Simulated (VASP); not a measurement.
Output of a VASP run:

File OSZICAR:
```
...
       N       E                     dE             d eps       ncg     rms          rms(c)
DAV:   1    -0.203111423708E+02   -0.51821E-04   -0.88726E-04  1728   0.332E-01    0.593E-02
DAV:   2    -0.203111965582E+02   -0.54187E-04   -0.68983E-04  1727   0.507E-01    0.875E-02
DAV:   3    -0.203110991858E+02    0.97372E-04   -0.35054E-04  1667   0.371E-01    0.166E-02
DAV:   4    -0.203110954679E+02    0.37179E-05   -0.15677E-05  2004   0.389E-02    0.504E-03
DAV:   5    -0.203110952289E+02    0.23898E-06   -0.11891E-06   807   0.194E-02
   3 F= -.20311095E+02 E0= -.20311620E+02  d E =-.198090E-03
       N       E                     dE             d eps       ncg     rms          rms(c)
DAV:   1    -0.203123852519E+02   -0.12898E-02   -0.19682E-02  1653   0.182E+00    0.312E-01
DAV:   2    -0.203140133687E+02   -0.16281E-02   -0.20447E-02  1660   0.274E+00    0.450E-01
DAV:   3    -0.203112747792E+02    0.27386E-02   -0.95320E-03  1668   0.194E+00    0.775E-02
DAV:   4    -0.203112101835E+02    0.64596E-04   -0.53132E-04  1571   0.194E-01    0.284E-02
DAV:   5    -0.203112009881E+02    0.91953E-05   -0.41435E-05  1839   0.109E-01    0.110E-02
DAV:   6    -0.203112005784E+02    0.40976E-06   -0.46246E-06  1539   0.252E-02
   4 F= -.20311201E+02 E0= -.20311728E+02  d E =-.105349E-03
       N       E                     dE             d eps       ncg     rms          rms(c)
DAV:   1    -0.203137482337E+02   -0.25472E-02   -0.45990E-02  1650   0.276E+00    0.473E-01
DAV:   2    -0.203173596918E+02   -0.36115E-02   -0.47805E-02  1654   0.414E+00    0.673E-01
DAV:   3    -0.203111857777E+02    0.61739E-02   -0.21707E-02  1668   0.293E+00    0.118E-01
DAV:   4    -0.203110327737E+02    0.15300E-03   -0.12327E-03  1577   0.295E-01    0.433E-02
DAV:   5    -0.203110112739E+02    0.21500E-04   -0.94914E-05  1841   0.164E-01    0.171E-02
DAV:   6    -0.203110104316E+02    0.84224E-06   -0.10276E-05  1580   0.375E-02    0.115E-02
DAV:   7    -0.203110087834E+02    0.16482E-05   -0.39662E-06  1303   0.357E-02    0.272E-03
DAV:   8    -0.203110087655E+02    0.17902E-07   -0.65561E-07   802   0.628E-03
   5 F= -.20311009E+02 E0= -.20311530E+02  d E =0.864634E-04
       N       E                     dE             d eps       ncg     rms          rms(c)
DAV:   1    -0.203125363522E+02   -0.15276E-02   -0.22166E-02  1650   0.194E+00    0.331E-01
DAV:   2    -0.203143718237E+02   -0.18355E-02   -0.24757E-02  1662   0.292E+00    0.479E-01
DAV:   3    -0.203112786961E+02    0.30931E-02   -0.11454E-02  1665   0.205E+00    0.817E-02
DAV:   4    -0.203111999244E+02    0.78772E-04   -0.57053E-04  1562   0.204E-01    0.291E-02
DAV:   5    -0.203111900200E+02    0.99045E-05   -0.47955E-05  1856   0.118E-01    0.996E-03
DAV:   6    -0.203111898126E+02    0.20742E-06   -0.62897E-06  1556   0.312E-02
   6 F= -.20311190E+02 E0= -.20311716E+02  d E =-.945836E-04
       N       E                     dE             d eps       ncg     rms          rms(c)
DAV:   1    -0.203112835072E+02   -0.93487E-04   -0.13012E-03  1650   0.461E-01    0.820E-02
DAV:   2    -0.203113928562E+02   -0.10935E-03   -0.14016E-03  1665   0.717E-01    0.118E-01
DAV:   3    -0.203112064332E+02    0.18642E-03   -0.65255E-04  1676   0.506E-01    0.205E-02
DAV:   4    -0.203112011355E+02    0.52978E-05   -0.35828E-05  1565   0.504E-02    0.734E-03
DAV:   5    -0.203112004543E+02    0.68116E-06   -0.27165E-06  1122   0.293E-02
   7 F= -.20311200E+02 E0= -.20311728E+02  d E =-.105225E-03
```

### OUTCAR
```
------------------------ aborting loop because EDIFF is reached ----------------------------------------
  FORCE on cell =-STRESS in cart. coord.  units (eV):
  Direction    XX          YY          ZZ          XY          YZ          ZX
  --------------------------------------------------------------------------------------
  Total       -0.0323630     -0.0323630      0.0098021      0.0000000      0.0000000      0.0000000
  in kB       -0.7355419     -0.7355419      0.2227806      0.0000000      0.0000000      0.0000000
  external PRESSURE =      -0.4161011 kB  Pullay stress =       0.0000000 kB
  volume of cell :       70.49
      direct lattice vectors                 reciprocal lattice vectors
     1.985644385 -3.439237129  0.000000000     0.251807425 -0.145381078  0.000000000
     1.985644385  3.439237129 -0.000000000     0.251807425  0.145381078  0.000000000
     0.000000000  0.000000000  5.161289576     0.000000000  0.000000000  0.193750028
 POSITION                                       TOTAL-FORCE (eV/Angst)
 -----------------------------------------------------------------------------------
      0.00000      0.00000      2.58064         0.000000      0.000000      0.000000
      0.00000      0.00000      0.00000         0.000000     -0.000000      0.000000
      1.98564      1.14641      1.29032         0.000000      0.000000     -0.000000
      1.98564     -1.14641      3.87097        -0.000000     -0.000000      0.000000
 -----------------------------------------------------------------------------------
    total drift:                                0.000000      0.000000      0.000000
  FREE ENERGIE OF THE ION-ELECTRON SYSTEM (eV)
  ---------------------------------------------------
  free  energy   TOTEN  =       -20.3112004543 eV

  energy  without entropy=      -20.3127819940  energy(sigma->0) =      -20.31172763

 reached required accuracy - stopping structural energy minimisation
```
(Selected blocks of OUTCAR.)

POSCAR:
```
NiSb
1
    1.9824496482    -3.4337036817     0.0000000000
    1.9824496482     3.4337036817    -0.0000000000
    0.0000000000    -0.0000000000     5.1797794403
Ni Sb
2 2
Direct
  0.0000000000   0.0000000000   0.5000000000
  0.0000000000   0.0000000000   0.0000000000
  0.3333330000   0.6666670000   0.2500000000
  0.6666670000   0.3333330000   0.7500000000
```

Q: Write an INCAR and KPOINTS that could have produced this output.

A: One answer among several that fit: the input of the run itself, PBE GGA, plane waves, VASP's PBE PAW potentials (set 64).

### KPOINTS
```
Automatic mesh
0
Gamma
8 8 6
0 0 0
```

**INCAR**
```
SYSTEM=NiSb
PREC=Accurate; ENCUT=400; LREAL=.False.
LASPH=.True.
EDIFF=1E-6; NELM=100; ALGO=Normal
LMAXMIX=4
ISMEAR=1; SIGMA=0.1
GGA=PE
IBRION=2; NSW=60; ISIF=3
EDIFFG=-0.02
LWAVE=.False.; LCHARG=.False.
```

POTCAR, in this order: Ni Sb (PBE.64 set). Program: vasp_std.

The compound is NiSb in the NiAs type structure. This run relaxes it. Symmetry was kept, so distortions that lower it aren't found. The start is the result of an earlier pass. The run is not spin-polarised, so no magnetic state was tried.
